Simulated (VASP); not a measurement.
Energy against volume of Li2Se (antifluorite). Level of theory: TPSS meta-GGA, VASP's PBE PAW potentials (set 64) (plane waves; VASP). Settings: 520 eV cut-off, 7×7×7 Γ-centred mesh, Gaussian smearing of 0.050 eV, potentials Li_sv Se.

| V (Å³/atom) | E (eV/atom) |
|---|---|
| 17.148 | -7.00889 |
| 17.678 | -7.01316 |
| 18.209 | -7.01365 |
| 18.739 | -7.01081 |

### Question
Fit these four points and predict the energy of the run at 16.618 Å³/atom.

### Answer
A cubic in V^(−2/3), the third-order Birch-Murnaghan form, passes through the four points with V0 = 18.01 Å³/atom and B0 = 36 GPa, and gives -7.0003 eV/atom there. The run gave -7.0001 eV/atom, +0.2 meV/atom from the fit; all five points give B0 = 36 GPa.

The compound is Li2Se in the antifluorite structure. It was relaxed first.
